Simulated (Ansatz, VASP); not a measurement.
ZrCd in VASP and in Ansatz

```
CELL_PARAMETERS angstrom
3.10285 0.00000 0.00000
0.00000 3.10285 0.00000
0.00000 0.00000 9.07332
ATOMIC_POSITIONS crystal
Zr 0.00000 0.50000 0.87354
Zr 0.50000 0.00000 0.12646
Cd 0.00000 0.50000 0.38117
Cd 0.50000 0.00000 0.61883
```

The cell comes from a database or a generator and needn't be the stable form of this composition.

Alike in both runs: task single point; functional PBEsol; k mesh 12 × 12 × 4; occupations fermi-dirac, width 0.05 eV; no spin polarisation.

|  | VASP | Ansatz |
| --- | --- | --- |
| version | VASP 6.6.1 | Ansatz 0.2.0 |
| potentials or method | VASP PAW PBE potentials, release 64 (Zr_sv, Cd), cutoff 520 eV | all-electron LAPW, scalar-relativistic |

VASP gave:

```
pressure (GPa)                                  : -3.0
largest component of the traceless stress (GPa) : 0.37
rms of the force components (eV/Å)              : 0.047
```

Task: What did Ansatz give for the same quantities?

Result: Pressure (GPa): -3.2; largest component of the traceless stress (GPa): 0.36; rms of the force components (eV/Å): 0.042.

Atom by atom the forces differ by 0.006 eV/Å (rms over components). Ansatz ran all-electron here, so the differences hold the error of VASP's frozen core and of both bases.

Caveats: the PAW data sets were made with another functional, which shifts forces and pressure a little (VASP).
